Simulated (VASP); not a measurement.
# VMoS3 (P4/mmm) in VASP: relaxation of cell and atoms with PBE

Aim: the relaxation of cell and atoms of VMoS3 with PBE.

Program: VASP 6.6.1. These are calculated values, not measurements. Logs are shortened: lines on timing, memory, paths and dates and some standing lists are left out, and cuts for length are marked.

### 1 The structure

It takes space group P4/mmm (No. 123, tetragonal). The conventional cell has a = 4.182 Å, b = 4.182 Å, c = 5.932 Å, α = 90.00°, β = 90.00°, γ = 90.00°. V (site symmetry 4/mmm) has 4 S at 2.96 Å and 2 Mo at 2.97 Å as nearest neighbours. Mo (site symmetry 4/mmm) is surrounded by 2 V at 2.97 Å and 8 S at 3.10 Å. S (site symmetry 4mm) has 2 S at 1.87 to 2.03 Å as nearest neighbours. S (site symmetry 4/mmm) has 2 S at 2.03 Å as nearest neighbours.

The cell was built by a generator and needn't be a form met in nature.

### 2 Relaxation of cell and atoms, PBE, collinear spin, ferromagnetic start

The input, INCAR:

```
  PREC = Normal
  ENCUT = 520
  EDIFF = 1E-4
  ISMEAR = 0
  SIGMA = 0.15
  LREAL = F
  LASPH = T
  NELM = 60
  ALGO = Fast
  ISIF = 3
  LWAVE = F
  LCHARG = F
  ISPIN = 2
  MAGMOM = 2 1 0 0 0
  LORBIT = 11
  LMAXMIX = 4
  GGA = PE
  IBRION = 2
  NSW = 24
  EDIFFG = -0.08
```

The input, KPOINTS:

```
Automatic mesh
0
Gamma
  4 4 3
```

The input, POSCAR:

```
VMoS3
1.0
    4.1823206000      0.0000000000      0.0000000000
    0.0000000000      4.1823206000      0.0000000000
    0.0000000000      0.0000000000      5.9318977000
V Mo S
1 1 3
Direct
    0.0000000000      0.0000000000      0.0000000000
    0.0000000000      0.0000000000      0.5000000000
    0.5000000000      0.5000000000      0.3419938200
    0.5000000000      0.5000000000      0.6580061800
    0.5000000000      0.5000000000      0.0000000000
```

Potentials or basis: VASP PAW PBE potentials, release 64 (V_sv, Mo_sv, S).

Command:

```
cat potpaw_PBE.64/V_sv/POTCAR potpaw_PBE.64/Mo_sv/POTCAR potpaw_PBE.64/S/POTCAR > POTCAR
mpirun -np 1 vasp_std > vasp.out
```

OUTCAR:

```text
PREC = Normal
   ENCUT = 520
   EDIFF = 1E-4
   ISMEAR = 0
   LREAL = F
   LASPH = T
   NELM = 60
   ISIF = 3
   ISPIN = 2
   LORBIT = 11
   GGA = PE
   IBRION = 2
   NSW = 24
   EDIFFG = -0.08

 ion  position               nearest neighbor table
   1  0.000  0.000  0.000-   2 2.97   2 2.97
   2  0.000  0.000  0.500-   1 2.97   1 2.97   4 3.10   3 3.10   3 3.10   4 3.10   3 3.10   4 3.10
                             3 3.10   4 3.10
   3  0.500  0.500  0.342-   4 1.87   5 2.03   2 3.10   2 3.10   2 3.10   2 3.10
   4  0.500  0.500  0.658-   3 1.87   5 2.03   2 3.10   2 3.10   2 3.10   2 3.10
   5  0.500  0.500  0.000-   3 2.03   4 2.03

  LATTYP: Found a simple tetragonal cell.
 ALAT       =     4.1823206000
 C/A-ratio  =     1.4183268734

  Lattice vectors:

 A1 = (   4.1823206000,   0.0000000000,   0.0000000000)
 A2 = (   0.0000000000,   4.1823206000,   0.0000000000)
 A3 = (   0.0000000000,   0.0000000000,   5.9318977000)

Analysis of symmetry for initial positions (statically):
=====================================================================
 Subroutine PRICEL returns:
 Original cell was already a primitive cell.

 Routine SETGRP: Setting up the symmetry group for a
 simple tetragonal supercell.

 Subroutine GETGRP returns: Found 16 space group operations
 (whereof 16 operations were pure point group operations)
 out of a pool of 16 trial point group operations.

The static configuration has the point symmetry D_4h.

Analysis of symmetry for dynamics (positions and initial velocities):
=====================================================================
 Subroutine PRICEL returns:
 Original cell was already a primitive cell.

 Routine SETGRP: Setting up the symmetry group for a
 simple tetragonal supercell.

 Subroutine GETGRP returns: Found 16 space group operations
 (whereof 16 operations were pure point group operations)
 out of a pool of 16 trial point group operations.

The dynamic configuration has the point symmetry D_4h.

Analysis of structural, dynamic, and magnetic symmetry:
=====================================================================
 Subroutine PRICEL returns:
 Original cell was already a primitive cell.

 Routine SETGRP: Setting up the symmetry group for a
 simple tetragonal supercell.

 Subroutine GETGRP returns: Found 16 space group operations
 (whereof 16 operations were pure point group operations)
 out of a pool of 16 trial point group operations.

The overall configuration has the point symmetry D_4h.

 Subroutine INISYM returns: Found 16 space group operations
 (whereof 16 operations are pure point group operations),
 and found     1 'primitive' translations

----------------------------------------------------------------------------------------

                                     Primitive cell

  volume of cell :     103.7596

  direct lattice vectors                    reciprocal lattice vectors
     4.182320600  0.000000000  0.000000000     0.239101708  0.000000000  0.000000000
     0.000000000  4.182320600  0.000000000     0.000000000  0.239101708  0.000000000
     0.000000000  0.000000000  5.931897700     0.000000000  0.000000000  0.168580116

  length of vectors
     4.182320600  4.182320600  5.931897700     0.239101708  0.239101708  0.168580116

  position of ions in fractional coordinates (direct lattice)
     0.000000000  0.000000000  0.000000000
     0.000000000  0.000000000  0.500000000
     0.500000000  0.500000000  0.341993820
     0.500000000  0.500000000  0.658006180
     0.500000000  0.500000000  0.000000000

  ion indices of the primitive-cell ions
   primitive index   ion index
                 1           1
                 2           2
                 3           3
                 4           4
                 5           5

----------------------------------------------------------------------------------------

 KPOINTS: Automatic mesh

Automatic generation of k-mesh.
 Grid dimensions read from file:
[... 34 lines left out ...]
   k-points           NKPTS =     12   k-points in BZ     NKDIM =     12   number of bands    NBANDS=     29
   number of dos      NEDOS =    301   number of ions     NIONS =      5
   total plane-waves  NPLWV =  20736
   dimension x,y,z NGX =    24 NGY =   24 NGZ =   36
   dimension x,y,z NGXF=    48 NGYF=   48 NGZF=   72
   ions per type =               1   1   3
   NGX,Y,Z   is equivalent  to a cutoff of   9.54,  9.54, 10.09 a.u.
   NGXF,Y,Z  is equivalent  to a cutoff of  19.08, 19.08, 20.18 a.u.
 SYSTEM =  unknown system
   PREC   = normal    normal or accurate (medium, high low for compatibility)
   ISTART =      0    job   : 0-new  1-cont  2-samecut
   ICHARG =      2    charge: 1-file 2-atom 10-const
   ISPIN  =      2    spin polarized calculation?
   LNONCOLLINEAR =      F non collinear calculations
   LSORBIT =      F    spin-orbit coupling
   LASPH  =      T    aspherical Exc in radial PAW
   ENCUT  =  520.0 eV  38.22 Ry    6.18 a.u.   7.78  7.78 11.03*2*pi/ulx,y,z
   NELM   =     60;   NELMIN=  2; NELMDL= -5     # of ELM steps
   EDIFF  = 0.1E-03   stopping-criterion for ELM
   LREAL  =      F    real-space projection
   EDIFFG = -.8E-01   stopping-criterion for IOM
   NSW    =     24    number of steps for IOM
   IBRION =      2    ionic relax: 0-MD 1-quasi-New 2-CG
   NFREE  =      1    steps in history (QN), initial steepest desc. (CG)
   ISIF   =      3    stress and relaxation
   ISYM   =      2    0-nonsym 1-usesym 2-fastsym
   POTIM  = 0.5000    time-step for ionic-motion
   TEBEG  =    0.0;   TEEND  =   0.0 temperature during run
   PSTRESS=    0.0 pullay stress
   NELECT =      45.0000    total number of electrons
   NUPDOWN=      -1.0000    fix difference up-down
   EMIN   =  10.00;   EMAX   =-10.00  energy-range for DOS
   EFERMI =   0.00;   METHOD = LEGACY
   ISMEAR =     0;   SIGMA  =   0.15  broadening in eV -4-tet -1-fermi 0-gaus
   EFERMI_NEDOS =   21; number of points for ismear=-14 and -15
   IALGO  =     68    algorithm
   IMIX   =      4    mixing-type and parameters
     AMIX     =   0.40;   BMIX     =  1.00
     AMIX_MAG =   1.60;   BMIX_MAG =  1.00
  volume/ion in A,a.u.               =      20.75       140.04
  Fermi-wavevector in a.u.,A,eV,Ry     =   1.239185  2.341721 20.892836  1.535580
  Thomas-Fermi vector in A             =   2.373679
   LORBIT       =     11    0 simple, 1 ext, 2 COOP (PROOUT), +10 PAW based schemes
   GGA     = PE    functional components
   LHFCALC =     F    Hartree Fock is set to
   AEXX    =    0.0000 exact exchange contribution
   IVDW    =     0    specifies the selected vdW correction
   LEPSILON=     F    determine dielectric tensor
   LRPA    =     F    only Hartree local field effects (RPA)
 conjugate gradient relaxation of ions
 spin polarized calculation
 RMM-DIIS sequential band-by-band and
 Gauss-broadening in eV      SIGMA  =   0.15
  energy-cutoff  :      520.00
  volume of cell :      103.76
 maximum number of plane-waves:      2814
   NGX = 15   NGY = 15   NGZ = 23

--------------------------------------- Ionic step        1  -------------------------------------------

 number of electron      45.0000023 magnetization       3.0563036

 Free energy of the ion-electron system (eV)
  ---------------------------------------------------
  ext. energy  EPLUGINS =         0.00000000
  ---------------------------------------------------
  free energy    TOTEN  =       -24.28539044 eV

  energy without entropy =      -24.20009242  energy(sigma->0) =      -24.24274143

------------------------ aborting loop because EDIFF is reached ----------------------------------------

  FORCE on cell =-STRESS in cart. coord.  units (eV):
  Direction    XX          YY          ZZ          XY          YZ          ZX
  --------------------------------------------------------------------------------------
  -------------------------------------------------------------------------------------
  Total      -12.4556418    -12.4556418     24.7551930      0.0000000      0.0000000      0.0000000
  in kB     -192.3306056   -192.3306056    382.2509766      0.0000000      0.0000000      0.0000000
  external PRESSURE =      -0.8034116 kB  Pullay stress =       0.0000000 kB
[... 98 lines left out ...]
  FREE ENERGIE OF THE ION-ELECTRON SYSTEM (eV)
  ---------------------------------------------------
  free  energy   TOTEN  =       -30.6725196741 eV

  energy  without entropy=      -30.6211485368  energy(sigma->0) =      -30.64683411

 E-fermi :  10.1980     XC(G=0): -11.8852

 val. band max:       10.1922385895   @ k =   0.5000   0.0000   0.3333
 cond. band min:      10.2097834531   @ k =   0.5000   0.0000   0.3333
 fundamental gap:      0.0175448636
 Fermi energy:        10.1980016590

 spin component 1

 k-point     1 :       0.0000    0.0000    0.0000
  band No.  band energies     occupation
      1     -54.5934      1.00000
      2     -51.3547      1.00000
      3     -28.5568      1.00000
      4     -28.5568      1.00000
      5     -28.4190      1.00000
      6     -25.4315      1.00000
[... 760 lines left out ...]
     28      13.0587      0.00000
     29      15.0866      0.00000

[... ionic steps 4 to 13 ...]

--------------------------------------- Ionic step       14  -------------------------------------------

 number of electron      44.9999876 magnetization       0.9518102

------------------------ aborting loop because EDIFF is reached ----------------------------------------
[... 73 lines left out ...]
--------------------------------------- Ionic step       16  -------------------------------------------

 number of electron      44.9999870 magnetization       1.0045864

 Free energy of the ion-electron system (eV)
  ---------------------------------------------------
  ext. energy  EPLUGINS =         0.00000000
  ---------------------------------------------------
  free energy    TOTEN  =       -33.10412083 eV

  energy without entropy =      -33.06823183  energy(sigma->0) =      -33.08617633

 E-fermi :   7.3737     XC(G=0): -10.7039

 val. band max:        7.3176193273   @ k =   0.0000   0.0000   0.3333
 cond. band min:       7.3746295165   @ k =   0.5000   0.0000   0.0000
 fundamental gap:      0.0570101892
 Fermi energy:         7.3737320983

 spin component 1

 k-point     1 :       0.0000    0.0000    0.0000
  band No.  band energies     occupation
      1     -57.3689      1.00000
      2     -54.2378      1.00000
      3     -31.2911      1.00000
      4     -31.2911      1.00000
      5     -31.1746      1.00000
      6     -28.2502      1.00000
[... 792 lines left out ...]
  FREE ENERGIE OF THE ION-ELECTRON SYSTEM (eV)
  ---------------------------------------------------
  free  energy   TOTEN  =       -33.1041208263 eV

  energy  without entropy=      -33.0682318255  energy(sigma->0) =      -33.08617633

 reached required accuracy - stopping structural energy minimisation

 total charge

# of ion       s       p       d       tot
------------------------------------------
    1        2.236   6.215   3.273  11.723
    2        2.237   6.145   3.832  12.214
    3        1.372   2.274   0.000   3.645
    4        1.372   2.274   0.000   3.645
    5        1.340   2.508   0.000   3.848
--------------------------------------------------
tot          8.556  19.414   7.105  35.076

 magnetization (x)

# of ion       s       p       d       tot
------------------------------------------
    1        0.024   0.004   0.831   0.860
    2        0.000   0.001   0.032   0.033
    3        0.002  -0.005   0.000  -0.004
    4        0.002  -0.005   0.000  -0.004
    5       -0.003  -0.046   0.000  -0.049
--------------------------------------------------
tot          0.025  -0.051   0.863   0.837
```

Run time: 8.2 min. Hardware: 1 thread of Intel Xeon Platinum 8488C (Sapphire Rapids), shared host; peak memory 0.22 GiB.

Results:

```yaml
Free_energy: -33.1041 eV
Relaxed_volume: 17.88 Å³/atom
Relaxed_cell: a = 3.113 Å, b = 3.113 Å, c = 9.227 Å, α = 90.00°, β = 90.00°, γ = 90.00°
Space_group_after_relaxing_to_0.05_Å: P4/mmm (No. 123)
Energy_gained_by_relaxing: 1763.7 meV/atom
Ionic_steps: 16
Pressure_after_relaxing: -0.2 GPa
Largest_force_after_relaxing: 0.042 eV/Å
Band_gap_on_the_k_mesh: none (metal or under the smearing width)
Net_moment: 1.00 μB per cell
Site_moments: V +0.86; Mo +0.03; S -0.00, -0.05 μB
Valence_electrons_inside_the_program's_atomic_spheres: V 11.72; Mo 12.21; S 3.65, 3.85
```

Forces on the atoms (eV/Å):
```
V    0.000  0.000  0.000
Mo   0.000  0.000  0.000
S    0.000  0.000 -0.042
S    0.000  0.000  0.042
S    0.000  0.000  0.000
```

Step by step:
| step | energy change (eV) | largest force (eV/Å) | pressure (GPa) | volume (Å³) |
| --- | --- | --- | --- | --- |
| 1 | 0.0000 | 3.0879 | -0.08 | 103.76 |
| 2 | -5.5707 | 1.5536 | -14.78 | 99.50 |
| 3 | -6.3871 | 2.0478 | -14.03 | 96.60 |
| 4 | -6.6558 | 3.8155 | -8.16 | 88.99 |
| 5 | -6.6345 | 2.6753 | -12.40 | 94.41 |
| 6 | -7.6147 | 2.0825 | 18.73 | 73.49 |
| 7 | -7.8991 | 2.5168 | 3.56 | 78.89 |
| 8 | -8.4226 | 0.6307 | 5.97 | 79.75 |
| 9 | -8.4676 | 0.1995 | 7.45 | 80.04 |
| 10 | -8.6768 | 0.0692 | -3.03 | 90.54 |
| 11 | -8.6888 | 0.0971 | -2.59 | 89.35 |
| 12 | -8.7731 | 0.1902 | -2.37 | 92.12 |
| 13 | -8.8049 | 0.0528 | -2.32 | 91.26 |
| 14 | -8.7995 | 0.3553 | 2.91 | 87.51 |
| 15 | -8.8177 | 0.1283 | 0.00 | 89.54 |
| 16 | -8.8187 | 0.0419 | -0.19 | 89.42 |

Final structure:
```cif
data_structure
_symmetry_space_group_name_H-M 'P 1'
_symmetry_Int_Tables_number 1
_cell_length_a 3.1131
_cell_length_b 3.1131
_cell_length_c 9.2269
_cell_angle_alpha 90.000
_cell_angle_beta 90.000
_cell_angle_gamma 90.000
_cell_volume 89.42
loop_
_atom_site_label
_atom_site_type_symbol
_atom_site_fract_x
_atom_site_fract_y
_atom_site_fract_z
_atom_site_occupancy
V1 V 0.00000 0.00000 0.00000 1
Mo1 Mo 0.00000 0.00000 0.50000 1
S1 S 0.50000 0.50000 0.34965 1
S2 S 0.50000 0.50000 0.65035 1
S3 S 0.50000 0.50000 0.00000 1
```

Caveat: the k mesh is coarse (spacing up to 0.38 Å⁻¹), so the values aren't converged; this functional lacks dispersion, which binds the layers, so the pressure and a relaxed spacing across them are unreliable; the relaxation stopped at a loose force limit of 0.08 eV/Å, so its end isn't a converged minimum.
